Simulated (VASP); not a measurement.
Given:

```
CELL_PARAMETERS angstrom
      5.75773     0.00000     0.00000
     -2.87887     4.98634     0.00000
      0.00000     0.00000    24.29746
ATOMIC_POSITIONS crystal
  Sc 0.00000 0.00000 0.35556
  Sc 0.33333 0.66667 0.45330
  Sc 0.66667 0.33333 0.54670
  Sc 0.00000 0.00000 0.64444
  Al 0.50127 0.49873 0.34922
  Al 0.50127 0.00254 0.34922
  Al 0.99746 0.49873 0.34922
  Al 0.83081 0.16919 0.44971
  Al 0.83081 0.66161 0.44971
  Al 0.33839 0.16919 0.44971
  Al 0.16919 0.83081 0.55029
  Al 0.16919 0.33839 0.55029
  Al 0.66161 0.83081 0.55029
  Al 0.49873 0.50127 0.65078
  Al 0.49873 0.99746 0.65078
  Al 0.00254 0.50127 0.65078
```

The numbers are results of PBEsol GGA, VASP's PBE PAW potentials (set 64) (plane waves; VASP), not measurements. Run with PREC = Normal, 400 eV cut-off, 6×6×1 Γ-centred mesh, first-order Methfessel-Paxton smearing of 0.10 eV, potentials Sc_sv Al.

**Question.** Estimate the energy per atom (σ→0), band gap (on the k-mesh) with the smallest direct gap where there is one.

**Answer.** 
- band gap (on the k-mesh): none (metal, semimetal or under 0.01 eV)
- energy per atom (σ→0): -4.875 eV/atom

The cell is a thin slab with vacuum, built from Al3Sc (L1_2): (111) face.
